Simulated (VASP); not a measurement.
Data:

```
CELL_PARAMETERS angstrom
      6.07653     0.00000     0.00000
      0.00000     6.07653     0.00000
      0.00000     0.00000     6.07653
ATOMIC_POSITIONS crystal
  Cs 0.00000 0.00000 0.00000
  Pb 0.50000 0.50000 0.50000
  Br 0.50000 0.50000 0.00000
  Br 0.00000 0.50000 0.50000
  Br 0.50000 0.00000 0.50000
```

All values below come from PBE GGA, VASP's PBE PAW potentials (set 64) (plane waves; VASP 6.6.1). Run with 300 eV cut-off, 5×5×5 Γ-centred mesh, Fermi-Dirac smearing of 0.010 eV, potentials Cs_sv Pb_d Br.

Unless said otherwise, spin-orbit coupling is left out, though it shifts the bands of the heavy elements here.

### Question
Give the energies of bands 13 to 25 at the high-symmetry points, in eV from the valence-band maximum.

### Answer

| band | Γ | X | M | R |
|---|---|---|---|---|
| 13 | -6.75 | -7.29 | -7.77 | -7.87 |
| 14 | -3.45 | -3.37 | -3.25 | -2.12 |
| 15 | -3.45 | -3.37 | -2.26 | -2.12 |
| 16 | -3.45 | -2.06 | -1.76 | -2.12 |
| 17 | -1.50 | -1.63 | -1.76 | -1.70 |
| 18 | -1.50 | -1.63 | -1.71 | -1.70 |
| 19 | -1.50 | -1.60 | -1.68 | -1.10 |
| 20 | -1.43 | -1.50 | -1.68 | -1.10 |
| 21 | -1.43 | -1.50 | -1.11 | -1.10 |
| 22 | -1.43 | -1.09 | -0.54 | 0.00 |
| 23 | 3.45 | 2.75 | 2.35 | 1.90 |
| 24 | 4.71 | 4.80 | 2.35 | 1.90 |
| 25 | 4.71 | 5.33 | 4.92 | 1.90 |

The gap is direct, 1.90 eV, from the valence maximum at R to the conduction minimum at R.

The structure comes from a computed database's CsPbBr3 entry; how it stands against other phases isn't given here. The cell was not relaxed at this level.
